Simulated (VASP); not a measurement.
Given:

```
Ru
1.0
    1.34486    -2.32936     0.00000
    1.34486     2.32936     0.00000
    0.00000     0.00000     4.24213
Ru
2
Direct
  0.33333   0.66667   0.25000
  0.66667   0.33333   0.75000
```

All values below come from PBEsol GGA, VASP's PBE PAW potentials (set 64) (plane waves; VASP). Settings: 480 eV cut-off, 14×14×8 Γ-centred mesh, first-order Methfessel-Paxton smearing of 0.10 eV, potentials Ru_pv.

Energy and stress use the plane-wave basis of the starting cell.

**Question.** The ions, cell shape and volume at an external pressure of 10.0 GPa are relaxed. Give the cell that the relaxation ends in.

**Answer.** 
```
Ru
1.0
    1.33349    -2.30967     0.00000
    1.33349     2.30967     0.00000
    0.00000     0.00000     4.21050
Ru
2
Direct
  0.33333   0.66667   0.25000
  0.66667   0.33333   0.75000
```
Space group P6_3/mmc (194), at a tolerance of 0.03 Å.

**Question.** How do energy and volume change from the first to the last step?

**Answer.** The energy (σ→0) changes by +10.6 meV/atom and the volume by -2.4 %, in 9 ionic steps.

The compound is Ru in the hcp structure. This run relaxes it under an external pressure of 10 GPa. Symmetry was kept, so distortions that lower it aren't found.
